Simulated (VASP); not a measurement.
Set up this calculation in VASP 6.6.1, as the native input.

```yaml
Task: relaxation of cell and atoms
Functional: PBE
Potentials_or_basis: VASP PAW PBE potentials, release 64 (Sc_sv, In_d, N)
Cutoff: 520 eV
k_mesh: 2 × 2 × 3
Occupations: gaussian, width 0.15 eV
Spin: no spin polarisation
Further_INCAR_settings: PREC = Normal; LREAL = Auto; ALGO = Fast; EDIFF = 0.0001; IBRION = 2; EDIFFG = -0.08; NSW = 24; ISIF = 3
```

The structure of ScIn3N2 lies in POSCAR:

```
ScIn3N2
1.0
    6.3000000000      0.0000000000      0.0000000000
    0.0000000000      6.3000000000      0.0000000000
    0.0000000000      0.0000000000      5.5000000000
Sc In N
2 6 4
Direct
    0.0000000000      0.0000000000      0.7500000000
    0.0000000000      0.0000000000      0.2500000000
    0.0000000000      0.5000000000      0.7500000000
    0.5000000000      0.0000000000      0.2500000000
    0.5000000000      0.0000000000      0.7500000000
    0.0000000000      0.5000000000      0.2500000000
    0.5000000000      0.5000000000      0.7500000000
    0.5000000000      0.5000000000      0.2500000000
    0.1900000000      0.8100000000      0.5000000000
    0.1900000000      0.1900000000      0.0000000000
    0.8100000000      0.1900000000      0.5000000000
    0.8100000000      0.8100000000      0.0000000000
```

The cell was built by a generator and needn't be a form met in nature.

These files were run (other wordings do the same):

INCAR

```
SYSTEM = ScIn3N2
PREC     = Normal         ! precision mode
ENCUT    = 520            ! plane-wave cutoff, eV
EDIFF    = 1E-4           ! SCF threshold, eV
ISMEAR   = 0              ! smearing method
SIGMA    = 0.15           ! smearing width, eV
LREAL    = Auto         
LASPH    = .True.         ! aspherical terms in the spheres
NELM     = 60             ! most SCF steps
ALGO     = Fast           ! electronic algorithm
ISIF     = 3              ! what is computed and relaxed
LWAVE    = .False.        ! write WAVECAR
LCHARG   = .False.        ! write CHGCAR
GGA      = PE             ! functional
IBRION   = 2              ! ionic algorithm
NSW      = 24             ! ionic steps
EDIFFG   = -0.08          ! ionic threshold
```

KPOINTS

```
regular mesh
0
Gamma
  2 2 3
  0 0 0
```

Potentials or basis: VASP PAW PBE potentials, release 64 (Sc_sv, In_d, N).

Launch:

```console
$ cat potpaw_PBE.64/Sc_sv/POTCAR potpaw_PBE.64/In_d/POTCAR potpaw_PBE.64/N/POTCAR > POTCAR
$ mpirun -np 1 vasp_std > vasp.out
```

Results of the run:

| Property | Result |
| --- | --- |
| Relaxed volume | 19.90 Å³/atom |
| Relaxed cell | a = 6.312 Å, b = 6.312 Å, c = 5.994 Å, α = 90.00°, β = 90.00°, γ = 90.00° |
| Space group after relaxing (to 0.05 Å) | P4_2/mcm (No. 132) |
| Energy gained by relaxing | 119.3 meV/atom |
| Ionic steps | 8 |
| Pressure after relaxing | 0.4 GPa |
| Largest force after relaxing | 0.017 eV/Å |
| Band gap on the k mesh | none (metal or under the smearing width) |

Caveat: the k mesh is coarse (spacing up to 0.50 Å⁻¹), so the values aren't converged; the relaxation stopped at a loose force limit of 0.08 eV/Å, so its end isn't a converged minimum.

It took 3.5 min on 1 thread of Intel(R) Xeon(R) Platinum 8488C (Sapphire Rapids), with other jobs on the host, peak memory 0.25 GiB.
